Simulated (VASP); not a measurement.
# HfB: single point with PBEsol

The system is HfB.

```
CELL_PARAMETERS angstrom
0.00000 2.31000 2.31000
2.31000 0.00000 2.31000
2.31000 2.31000 0.00000
ATOMIC_POSITIONS crystal
Hf 0.50000 0.50000 0.50000
B 0.00000 0.00000 0.00000
```

| Property | Result |
| --- | --- |
| Program | VASP 6.6.1 |
| Task | single point |
| Functional | PBEsol |
| Potentials or basis | VASP PAW PBE potentials, release 64 (Hf_pv, B) |
| Cutoff | 520 eV |
| k mesh | 6 × 6 × 6 |
| Occupations | methfessel-paxton, width 0.15 eV |
| Spin | no spin polarisation |

| Item | Value |
| --- | --- |
| Pressure | 24.6 GPa |
| Band gap on the k mesh | none (metal or under the smearing width) |

Levels at points of the mesh, in eV from the Fermi level:
| k point | band 3 | band 4 | band 5 | band 6 | band 7 | band 8 | band 9 | band 10 | band 11 | band 12 |
| --- | --- | --- | --- | --- | --- | --- | --- | --- | --- | --- |
| (0.00, 0.00, 0.00) | -28.04 | -9.35 | 2.37 | 2.37 | 2.37 | 4.21 | 4.21 | 4.21 | 4.41 | 4.41 |
| (0.50, 0.00, 0.00) | -28.12 | -4.83 | -3.78 | -1.16 | -1.16 | 6.72 | 6.72 | 7.78 | 8.68 | 14.21 |
| (0.50, 0.50, 0.00) | -28.30 | -6.49 | -0.93 | -0.67 | 2.62 | 2.62 | 6.45 | 8.09 | 8.09 | 9.58 |

Run time: 3.4 s on 1 thread of Intel(R) Xeon(R) Platinum 8488C (Sapphire Rapids), with other jobs on the host, peak memory 0.14 GiB.

Caveat: the k mesh is coarse (spacing up to 0.39 Å⁻¹), so the values aren't converged; so large a pressure means that the cell lies far from this level's equilibrium, or that cutoff or potentials fall short; the potentials were made for another functional, which shifts forces and pressure. The run has no spin-orbit coupling, so splittings on Hf are missing.
